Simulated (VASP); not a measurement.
Energy against volume of GaN (wurtzite). All values below come from PW91 GGA, VASP's PBE PAW potentials (set 64) (plane waves; VASP). Settings: 520 eV cut-off, 8×8×4 Γ-centred mesh, Gaussian smearing of 0.050 eV, potentials Ga_d N.

Shape and ions are relaxed at each volume.

```
V (Å³/atom)  E (eV/atom)
-----------  -----------
11.046          -6.10031
11.399          -6.12019
11.752          -6.12658
12.104          -6.12154
```

**Question.** Fit these four points and predict the energy of the run at 12.457 Å³/atom.

**Answer.** A cubic in V^(−2/3), the third-order Birch-Murnaghan form, passes through the four points with V0 = 11.76 Å³/atom and B0 = 172 GPa, and gives -6.1068 eV/atom there. The run gave -6.1068 eV/atom, +0.0 meV/atom from the fit; all five points give B0 = 172 GPa.

The compound is GaN in the wurtzite structure. It was relaxed first.
